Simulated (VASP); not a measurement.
Given:

```
CELL_PARAMETERS angstrom
      4.73154     0.00000     0.00000
      0.00000     4.73154     0.00000
      0.00000     0.00000     4.73154
ATOMIC_POSITIONS crystal
  Si 0.16228 0.33772 0.66228
  Si 0.33772 0.66228 0.16228
  Si 0.66228 0.16228 0.33772
  Si 0.83772 0.83772 0.83772
  Ru 0.87036 0.62964 0.37036
  Ru 0.62964 0.37036 0.87036
  Ru 0.37036 0.87036 0.62964
  Ru 0.12964 0.12964 0.12964
```

Level of theory: modified Becke-Johnson potential (mBJ), VASP's PBE PAW potentials (set 64) (plane waves; VASP 6.6.1). Run with 400 eV cut-off, 4×4×4 Γ-centred mesh, Gaussian smearing of 0.050 eV, potentials Si Ru_pv.

mBJ is a potential without an energy functional, so only the levels count.

Question: Predict the band gap (over mesh and band path) with the smallest direct gap where there is one.

Answer: 
```
Property                                        Result
---------------------------------------------  -------
band gap (over mesh and band path)             0.25 eV
smallest direct gap (over mesh and band path)  0.39 eV
```

Only differences to runs with the same potentials and settings are physical.

The structure comes from a computed database's SiRu entry (P2_13); how it stands against other phases isn't given here. It was relaxed first. The cell's shape comes from a PBE relaxation.
